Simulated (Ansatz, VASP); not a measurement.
# TaN: VASP beside Ansatz

Aim: how closely do two programs agree when they are given the same cell, functional and k mesh?

Method: plane waves, with VASP 6.6.1 beside it; single point at r2SCAN, in Ansatz 0.2.0.

### 1. The starting structure

The structure is hexagonal, space group P-62m (No. 189). The conventional cell has a = 5.186 Å, b = 5.186 Å, c = 2.896 Å, α = 90.00°, β = 90.00°, γ = 120.00°. Nearest to Ta lie 6 N at 2.15 Å. Nearest to Ta lie 3 N at 2.04 Å. N has 5 Ta at 2.04 to 2.15 Å nearest. Farther neighbours and most contacts between anions are not listed.

### 2. VASP: single point, r2SCAN

A single point gives forces, pressure and levels at one fixed geometry, so differences don't come from the geometry; what else differs is listed under the comparison.

Lines of VASP's logs that name or quote its potential files are left out, and so is its time.

File INCAR:

```
SYSTEM = TaN
PREC = Accurate
ENCUT = 520
EDIFF = 1E-06
NELM = 100
ISMEAR = 1
SIGMA = 0.15
LREAL = .FALSE.
ALGO = Normal
METAGGA = R2SCAN
LASPH = .TRUE.
NBANDS = 30
LORBIT = 11
LWAVE = .FALSE.
LCHARG = .FALSE.
KPAR = 4
```

File POSCAR:

```
TaN
1.0
    5.1860753472      0.0000000000      0.0000000000
   -2.5930376686      4.4912729951      0.0000000000
    0.0000000000      0.0000000000      2.8956606609
Ta N
3 3
Direct
    0.3333333330      0.6666666670      0.5000000000
    0.6666666670      0.3333333330      0.5000000000
    0.0000000000      0.0000000000      0.0000000000
    0.3933023442      1.0000000000      0.0000000000
    0.6066976558      0.6066976558      0.0000000000
    1.0000000000      0.3933023442      0.0000000000
```

File KPOINTS:

```
Automatic mesh
0
Gamma
7 7 11
0 0 0
```

PAW data sets: Ta_pv and N (PBE family, release 64).

Started as:

```bash
$ mpirun -np 4 vasp_std
```

Numbers of over 12 decimals in the logs are rounded to 6 here.

The program printed:

```text
[banner, memory and clock lines left out]
running    4 mpi-ranks, on    1 nodes
 distrk:  each k-point on    1 cores,    4 groups
 distr:  one band on    1 cores,    1 groups

 POSCAR found type information on POSCAR TaN
 POSCAR found :  2 types and       6 ions
|                                                                             |
|               ----> ADVICE to this user running VASP <----                  |
|                                                                             |
|     You enforced a specific xc type in the INCAR file but a different       |
|     [... a line on the potential file left out ...]
|     I HOPE YOU KNOW WHAT YOU ARE DOING!                                     |
|                                                                             |

 LDA part: xc-table for (None), standard interpolation
 POSCAR, INCAR and KPOINTS ok, starting setup
 FFT: planning ... GRIDC
 FFT: planning ... GRID_SOFT
 FFT: planning ... GRID
 WAVECAR not read
 entering main loop
       N       E                     dE             d eps       ncg     rms          rms(c)
DAV:   1     0.340600763411E+03    0.34060E+03   -0.27392E+04  2880   0.173E+03
DAV:   2    -0.174629341070E+03   -0.51523E+03   -0.49751E+03  3404   0.494E+02
DAV:   3    -0.203733087124E+03   -0.29104E+02   -0.28678E+02  3510   0.112E+02
DAV:   4    -0.204360391155E+03   -0.62730E+00   -0.62087E+00  3584   0.160E+01
DAV:   5    -0.204377255464E+03   -0.16864E-01   -0.16850E-01  3564   0.203E+00    0.458E+01
DAV:   6    -0.180903051751E+03    0.23474E+02   -0.43494E+01  3792   0.424E+01    0.184E+01
DAV:   7    -0.181273651056E+03   -0.37060E+00   -0.17219E+00  3544   0.891E+00    0.923E+00
DAV:   8    -0.181310106855E+03   -0.36456E-01   -0.35409E-01  3488   0.378E+00    0.907E-01
DAV:   9    -0.181294896981E+03    0.15210E-01   -0.58365E-02  3520   0.154E+00    0.350E-01
DAV:  10    -0.181296557268E+03   -0.16603E-02   -0.19154E-02  3794   0.696E-01    0.230E-01
DAV:  11    -0.181296563335E+03   -0.60667E-05   -0.98334E-03  3756   0.530E-01    0.111E-01
DAV:  12    -0.181296287899E+03    0.27544E-03   -0.10277E-03  3610   0.181E-01    0.305E-02
DAV:  13    -0.181296269586E+03    0.18313E-04   -0.18289E-04  3842   0.714E-02    0.757E-03
DAV:  14    -0.181296268646E+03    0.93996E-06   -0.66561E-06  3490   0.174E-02
   1 F= -.18129627E+03 E0= -.18129648E+03  d E =0.640035E-03
```

From OUTCAR (step 2):

```text
ion  position               nearest neighbor table
   1  0.333  0.667  0.500-   4 2.15   4 2.15   6 2.15   6 2.15   5 2.15   5 2.15   2 2.99   2 2.99
                             2 2.99   3 3.33   3 3.33   3 3.33   3 3.33   3 3.33   3 3.33
   2  0.667  0.333  0.500-   6 2.15   6 2.15   4 2.15   4 2.15   5 2.15   5 2.15   1 2.99   1 2.99
                             1 2.99   3 3.33   3 3.33   3 3.33   3 3.33   3 3.33   3 3.33
   3  0.000  0.000  0.000-   6 2.04   4 2.04   5 2.04   2 3.33   1 3.33   1 3.33   2 3.33   1 3.33
                             1 3.33   2 3.33   2 3.33   2 3.33   2 3.33   1 3.33   1 3.33
   4  0.393  0.000  0.000-   3 2.04   1 2.15   1 2.15   2 2.15   2 2.15
   5  0.607  0.607  0.000-   3 2.04   2 2.15   2 2.15   1 2.15   1 2.15
   6  0.000  0.393  0.000-   3 2.04   2 2.15   2 2.15   1 2.15   1 2.15

  LATTYP: Found a hexagonal cell.
 ALAT       =     5.1860753472
 C/A-ratio  =     0.5583529870

 Subroutine GETGRP returns: Found 12 space group operations
 (whereof 12 operations were pure point group operations)

The static configuration has the point symmetry D_3h.

 Found     48 irreducible k-points:

   k-points           NKPTS =     48   k-points in BZ     NKDIM =     48   number of bands    NBANDS=     30

   dimension x,y,z NGX =    40 NGY =   40 NGZ =   24
   dimension x,y,z NGXF=    80 NGYF=   80 NGZF=   48

   ENCUT  =  520.0 eV  38.22 Ry    6.18 a.u.   9.64  9.64  5.38*2*pi/ulx,y,z

   NELECT =      48.0000    total number of electrons

 k-points in reciprocal lattice and weights: Automatic mesh
   0.00000000  0.00000000  0.00000000       0.002
   0.14285714  0.00000000  0.00000000       0.011
   0.28571429  0.00000000  0.00000000       0.011
   0.42857143  0.00000000  0.00000000       0.011
   0.14285714  0.14285714  0.00000000       0.011
   0.28571429  0.14285714  0.00000000       0.022
   0.42857143  0.14285714  0.00000000       0.011
   0.28571429  0.28571429  0.00000000       0.011
   0.00000000  0.00000000  0.09090909       0.004
[...]
0.42857143  0.14285714  0.45454545       0.022
   0.28571429  0.28571429  0.45454545       0.022

 average (electrostatic) potential at core
       1 -41.5406       2 -41.5406       3 -40.8785       4 -64.6462       5 -64.6462
       6 -64.6462

 E-fermi :   8.4247

 k-point     1 :       0.0000    0.0000    0.0000
  band No.  band energies     occupation
    ...
     21       3.8090      2.00000
     22       4.8578      2.00000
     23       6.4039      2.00000
     24       7.4489      2.00000
     25       7.4489      2.00000
     26       9.1915     -0.00000
     27       9.1915     -0.00000
     28      10.3412     -0.00000
     29      10.5500     -0.00000
     30      10.5501     -0.00000

 k-point     2 :       0.1429    0.0000    0.0000
  band No.  band energies     occupation
    ...
     21       4.1509      2.00000
     22       4.6500      2.00000
     23       5.7440      2.00000
     24       7.2908      2.00000
     25       8.3316      1.85827
     26       9.3552     -0.00000
     27       9.4493     -0.00000
     28       9.7228     -0.00000
     29      10.6235     -0.00000
     30      11.3663     -0.00000

 k-point     3 :       0.2857    0.0000    0.0000
  band No.  band energies     occupation
    ...
     20       3.6244      2.00000
     21       4.1572      2.00000
     22       4.3781      2.00000
     23       5.1710      2.00000
     24       6.7300      2.00000
     25       9.2592     -0.00000
     26       9.7845     -0.00000
     27       9.9784     -0.00000
     28      10.1348     -0.00000
     29      10.7678     -0.00000
    ...

  Total        2.0046389      2.0046389      2.3313151      0.0000000      0.0000000     -0.0000000
  in kB       47.6201541     47.6201540     55.3803393      0.0000001      0.0000000     -0.0000000
  external PRESSURE =      50.2068825 kB  Pullay stress =       0.0000000 kB

  energy-cutoff  :      520.00
  volume of cell :       67.45
      direct lattice vectors                 reciprocal lattice vectors
     5.186075347  0.000000000  0.000000000     0.192824040  0.111327011  0.000000000
    -2.593037669  4.491272995  0.000000000     0.000000000  0.222654023  0.000000000
     0.000000000  0.000000000  2.895660661     0.000000000  0.000000000  0.345344333

 POSITION                                       TOTAL-FORCE (eV/Angst)
 -----------------------------------------------------------------------------------
      0.00000      2.99418      1.44783         0.000000      0.000000     -0.000000
      2.59304      1.49709      1.44783         0.000000      0.000000     -0.000000
      0.00000      0.00000      0.00000         0.000000      0.000000     -0.000000
      2.03970      0.00000      0.00000        -0.054935      0.000000      0.000000
      1.57319      2.72484      0.00000         0.027467      0.047575     -0.000000
     -1.01985      1.76643      0.00000         0.027467     -0.047575      0.000000
 -----------------------------------------------------------------------------------
    total drift:                                0.000003      0.000005      0.000000

  FREE ENERGIE OF THE ION-ELECTRON SYSTEM (eV)
  ---------------------------------------------------
  free  energy   TOTEN  =      -181.2962686457 eV

  energy  without entropy=     -181.2969086810  energy(sigma->0) =     -181.29648199

 total charge
# of ion       s       p       d       tot
------------------------------------------
    1        0.304   6.272   2.391   8.967
    2        0.304   6.272   2.391   8.967
    3        0.346   6.230   2.426   9.001
    4        1.252   2.598   0.000   3.851
    5        1.252   2.598   0.000   3.851
    6        1.252   2.598   0.000   3.851
--------------------------------------------------
tot          4.711  26.570   7.207  38.488

[... 3 further parts left out ...]
```

The run ends at a pressure of 5.02 GPa, with forces up to 0.055 eV/Å.

### 3. Ansatz: single point, r2SCAN

Ansatz runs on its default PAW (the set named soft_2) files.

The same cell, functional, mesh and smearing now go to Ansatz, which takes its cutoff from its data sets.

File input.yaml:

```yaml
crystal:
  lattice:
    - [5.1860753472, 0.0, 0.0]
    - [-2.5930376686, 4.4912729951, 0.0]
    - [0.0, 0.0, 2.8956606609]
  atoms:
    - { symbol: Ta, position: [0.333333333, 0.666666667, 0.5] }
    - { symbol: Ta, position: [0.666666667, 0.333333333, 0.5] }
    - { symbol: Ta, position: [0.0, 0.0, 0.0] }
    - { symbol: "N", position: [0.3933023442, 1.0, 0.0] }
    - { symbol: "N", position: [0.6066976558, 0.6066976558, 0.0] }
    - { symbol: "N", position: [1.0, 0.3933023442, 0.0] }
hamiltonian:
  xc: r2scan
  pseudopotentials: { kind: paw }
kpoints:
  mp_grid: { grid: [7, 7, 11] }
scf:
  occupations: { method: methfessel_paxton, width: 0.15 }
  n_extra_bands: 5
output:
  forces: true
  stress: true
  eigenvalues: true
```

Started as:

```bash
$ ansatz run input.yaml --threads 4 --pin off --max-ram 9216MiB --backend cpu --events-out ev --progress --plain --runs-dir out
```

The program printed:

```text
scf.n_extra_bands = 5 over 27 filled bands (N_el = 54.0): the run solves 32 bands
Engine: ansatz 0.2.0, aarch64-unknown-linux-gnu
Pseudopotentials: kind: paw
Pseudopotential: Ta, paw, valence charge 13, recommended cutoff 500 eV (meta_gga), Ta.paw.azcp
Pseudopotential: N, paw, valence charge 5, recommended cutoff 500 eV (meta_gga), N.paw.azcp
Functional definition: r2SCAN
  parameter k0 = 0.174
  parameter k1 = 0.065
  parameter a1 = 4.9479
  exchange = r2scan_x(k0 = k0, k1 = k1, a1 = a1)
  correlation = r2scan_c
Crystal: 6 atoms, lattice volume = 67.446 Å³
Basis set: ecut = 500 eV, 1739 PW (Γ), exchange–correlation on 160×160×96 points (64 copies of the dense FFT grid, shifted against one another)
Bands: 32, of which v1, the nominal top of the filled ones, is band 27 counted from 1 (26 counted from 0)
Symmetry: 12 space group operations
Space group: P-62m (ITA 189), of the structure as read, at distance tolerance 4.1e-5 Å
k-points: 48 of 539 (time reversal used)
Non-local potential: Ta, projectors of the file, l = 0: 3, l = 1: 2, l = 2: 2, l = 3: 1
Non-local potential: N, projectors of the file, l = 0: 2, l = 1: 2, l = 2: 1
PAW form: soft (Blöchl's): semilocal exchange-correlation on the pseudo side does not see the compensation charge
PAW frozen core: Ta, regenerated for the run's functional (the file was generated under x = pbe(κ = 0.804, μ = 0.219515), c = pbe(β = 0.066725))
PAW frozen core: N, regenerated for the run's functional (the file was generated under x = pbe(κ = 0.804, μ = 0.219515), c = pbe(β = 0.066725))
PAW one-centre angular grid: Ta, 590 points (default); XC on 160 Gauss nodes
PAW one-centre angular grid: N, 302 points (default); XC on 160 Gauss nodes
Initial density: superposition of atomic densities (neutral atoms: chi_scale 0, normalization atom), corrected by the library's trained network
Initial wavefunctions: pseudopotential atomic-orbital guess
Functional: x = r2scan, c = r2scan; τ floored in thin density (d = 2e-4 eV/Å³)
SCF iter   1: F=—  HF=-30995.288072 eV  |F-HF|=—  |Δ(HF+E_count)|=         —  Δρ=1.22e-2  dr2=7.75e-2  dr2_τ=4.70e-1  ethr=1.77e-3  ⟨swp⟩=5.3  Hψ=6298  notcnv=0
preconditioner: auto → Resta (q_TF=auto, 2.629 Å⁻¹)  ε∞=7.1  [insulator: Δε(μ)=0.111 eV  Ē_g=10.037 eV  σ=0.150 eV  W_gap=0.50  n_scr=26 (ndim 8)  ℏωp=24.8 eV  f_vac=0.000  D(μ)=0.44/eV (n_scr^D=0)  ε∞_Penn≈7.1]
SCF iter   2: F=—  HF=-30995.526763 eV  |F-HF|=—  |Δ(HF+E_count)|=   2.39e-1  S|Δr|=    0.00e0  Δρ=8.09e-3  dr2=2.56e-2  dr2_τ=2.28e-3  ethr=1.44e-4  ⟨swp⟩=2.0  Hψ=2933  notcnv=0  defer=23
preconditioner: auto → Kerker (q_TF=auto, 2.629 Å⁻¹)  [metal: Δε(μ)=0.105 eV  Ē_g=9.991 eV  σ=0.150 eV  W_gap=0.48  n_scr=26 (ndim 8)  ℏωp=24.8 eV  f_vac=0.000  D(μ)=0.40/eV (n_scr^D=0)]
SCF iter   3: F=—  HF=-30995.536652 eV  |F-HF|=—  |Δ(HF+E_count)|=   9.89e-3  S|Δr|=    0.00e0  Δρ=2.29e-3  dr2=2.81e-3  dr2_τ=7.74e-4  ethr=4.75e-5  ⟨swp⟩=2.0  Hψ=2233  notcnv=0  defer=23
SCF iter   4: F=—  HF=-30995.536760 eV  |F-HF|=—  |Δ(HF+E_count)|=   1.08e-4  S|Δr|=    0.00e0  Δρ=9.48e-4  dr2=5.01e-4  dr2_τ=1.18e-4  ethr=5.20e-6  ⟨swp⟩=2.0  Hψ=2233  notcnv=0  defer=23
SCF iter   5: F=—  HF=-30995.536904 eV  |F-HF|=—  |Δ(HF+E_count)|=   1.44e-4  S|Δr|=    0.00e0  Δρ=2.41e-4  dr2=3.24e-5  dr2_τ=9.18e-7  ethr=9.28e-7  ⟨swp⟩=2.0  Hψ=2233  notcnv=0  defer=23
SCF iter   6: F=—  HF=-30995.536926 eV  |F-HF|=—  |Δ(HF+E_count)|=   2.24e-5  S|Δr|=    0.00e0  Δρ=4.15e-5  dr2=8.89e-7  dr2_τ=1.01e-7  ethr=6.01e-8  ⟨swp⟩=2.0  Hψ=2186  notcnv=0  defer=23
SCF iter   7: F=—  HF=-30995.536927 eV  |F-HF|=—  |Δ(HF+E_count)|=   5.17e-7  S|Δr|=    0.00e0  Δρ=1.26e-5  dr2=1.12e-7  dr2_τ=1.07e-8  ethr=1.85e-10  ⟨swp⟩=9.1  Hψ=7433  notcnv=0
SCF iter   8: F=-30995.536927 eV  HF=-30995.536927 eV  |F-HF|=1.06e-10  |Δ(HF+E_count)|=   8.73e-9  S|Δr|=    0.00e0  Δρ=2.21e-6  dr2=3.31e-9  dr2_τ=4.38e-10  ethr=1.85e-10  ⟨swp⟩=5.0  Hψ=5266  notcnv=0
SCF 1 converged in 8 iterations: F = -30995.536927 eV  dr2 = 3.31e-9
  greatest PAW one-centre occupation: 0.998 electrons in one spin orbital (limit 2), on the Ta atom at site 2 (counted from 0), in its partial waves of l = 0
SCF converged after 8 iterations
Stability not checked: this state was not tested for a lower state beside it, because cold or Methfessel-Paxton smearing, or corrected tetrahedra, fill the levels in a way that the test cannot read (fill_not_monotonic; see scf.lower_state_search)
Free energy (F): -30995.536927 eV
Harris-Foulkes:  -30995.536927 eV  (|F-HF|=1.06e-10)
Internal energy: -30995.537581 eV  (E = F + TS)
E sigma→0 (E₀):  -30995.537090 eV
Entropy (-TS):   0.000654 eV (0.109 meV/atom)
Fermi energy:    19.913490 eV
--- Per-component energies (eV) ---
  E_band       = -256.912714
  E_kinetic    = 1505.421668
  E_local      = -2015.725302  (includes V_loc(G=0)·N_el)
  E_nonlocal   = 179.668829
  E_hartree    = 686.876116
  E_xc         = -796.963436
  E_vxc        = -925.053165  (∫ρ·V_xc dr)
  E_paw        = -25657.123580  (= ΣΔE_a)
  E_vpaw       = -422.529373  (= ΣTr[D̂ρ^β])
  E_aug_tail   = 0.000321  (compensation charges beyond the density's cutoff)
  E_vtau       = 47.552319  (kinetic-family band-sum trace: ∫τ·v_τ [+ j·A + Jᵃ·Aᵃ] dr)
  E_ewald      = -4895.334662
  E_core_change = -2.357535  (= ΣΔE_core)
  E_smearing   = 0.000654  (= −TS)
  E_closure    = -0.000000  (closes the sum)
  Σ components = -30995.536927   (vs F -30995.536927, Δ=0.00e0)
--- Forces (eV/Å), atoms counted from 1 ---
  atom   1  Ta     0.00000000     0.00000000     0.00000000
  atom   2  Ta     0.00000000     0.00000000     0.00000000
  atom   3  Ta    -0.00000000     0.00000000     0.00000000
  atom   4  N     -0.06171414     0.00000000     0.00000000
  atom   5  N      0.03085707     0.05344601     0.00000000
  atom   6  N      0.03085707    -0.05344601     0.00000000
  max |Σ_I F_I| component: 2.84e-16 eV/Å
--- Stress (GPa, compression-positive) ---
        3.061751      -0.000000       0.000000
       -0.000000       3.061751       0.000000
        0.000000       0.000000       3.968483
  P = ⅓ Tr σ = 3.3640 GPa (33.640 kbar)
--- Band table (eV; the first three rows and the last of 48) ---
  k-point 0: bands = [... 23 lower, 15.3109, 16.3362, 17.9060, 18.9389, 18.9389, 20.6998, 20.6998, 21.8253, ... 1 higher]
  k-point 1: bands = [... 23 lower, 14.8706, 16.6179, 18.3292, 18.5791, 18.5791, 21.1503, 21.1503, 21.9646, ... 1 higher]
  k-point 2: bands = [... 23 lower, 14.3525, 17.5305, 18.1341, 18.1341, 19.3076, 21.5552, 21.5552, 22.0816, ... 1 higher]
  k-point 47: bands = [... 23 lower, 15.5267, 16.9822, 17.7099, 18.0591, 22.2147, 22.2312, 22.4565, 22.8821, ... 1 higher]
```

Run time: 8.2 s. Hardware: 4 threads of Arm Neoverse V1, shared host; peak memory 0.53 GiB.

The run ends at a pressure of 3.36 GPa, with forces up to 0.062 eV/Å.

### 4. Comparison

Known differences besides the potentials themselves: VASP keeps PBE cores, Ansatz makes them for the functional; the data sets hold 54 valence electrons in Ansatz (default PAW (the set named soft_2) files) and 48 in VASP; the cutoff is 500 eV in Ansatz and 520 eV in VASP. Total energies have different zeros and are not compared.

The two programs side by side:

| quantity | Ansatz | VASP | difference |
| --- | --- | --- | --- |
| pressure (GPa) | 3.36 | 5.02 | -1.66 |
| pressure without Ansatz's Pulay correction (GPa) | 3.28 | 5.02 | -1.74 |

Forces (eV/Å; atoms numbered as in POSCAR):

| atom | Ansatz x, y, z | VASP x, y, z |
| --- | --- | --- |
| Ta1 | 0.000, 0.000, 0.000 | 0.000, 0.000, 0.000 |
| Ta2 | 0.000, 0.000, 0.000 | 0.000, 0.000, 0.000 |
| Ta3 | 0.000, 0.000, 0.000 | 0.000, 0.000, 0.000 |
| N4 | -0.062, 0.000, 0.000 | -0.055, 0.000, 0.000 |
| N5 | 0.031, 0.053, 0.000 | 0.027, 0.048, 0.000 |
| N6 | 0.031, -0.053, 0.000 | 0.027, -0.048, 0.000 |

The forces differ by 2.8 meV/Å r.m.s., which is 12.3 % of the r.m.s. force of 0.02 eV/Å (both taken over all components). Ansatz's pressure holds a Pulay correction of 0.08 GPa; VASP's holds none.

### 5. Further runs

Further runs change the set-up of one program: Ansatz's method, potentials or start, or VASP's data sets, cutoff or form of LDA. The table gives Ansatz less VASP for each quantity, since a change that brings one quantity closer may part another.

| run | r.m.s. force difference (meV/Å) | pressure (GPa) | pressure without Ansatz's Pulay correction (GPa) |
| --- | --- | --- | --- |
| as above | 2.8 | -1.7 | -1.7 |
| cores kept as stored | 4.7 | -2.0 | -2.1 |
| Ansatz's larger PAW set (cutoff 900 eV) | 7.8 | -1.6 | -1.7 |

### 6. Outcome

```json
{
 "difference in pressure (single point, r2SCAN)": "-1.7 GPa"
}
```

In words: The difference in pressure is -1.7 GPa (single point, r2SCAN), beyond the 1 GPa picked in this series as the mark of a large difference. Single point, r2SCAN, cores kept as stored: r.m.s. force difference goes from 2.8 to 4.7 meV/Å. Single point, r2SCAN, Ansatz's larger PAW set (cutoff 900 eV): r.m.s. force difference goes from 2.8 to 7.8 meV/Å. 2 further runs of this series are not shown here. How closely two codes agree says nothing of how well the functional describes the real material.

[Lines on the potential files, build, host, timing and source positions are cut from VASP's logs without a mark.]

[Logs are printed without paths, hosts, clocks, repeated set-up lines and the standing remarks that a program may print on its own settings, such as how far it seeks lower states.]

[Hosts, paths, dates, database ids (printed as entryN), source tags and the programs' standing remarks are cut or masked in the printed files.]
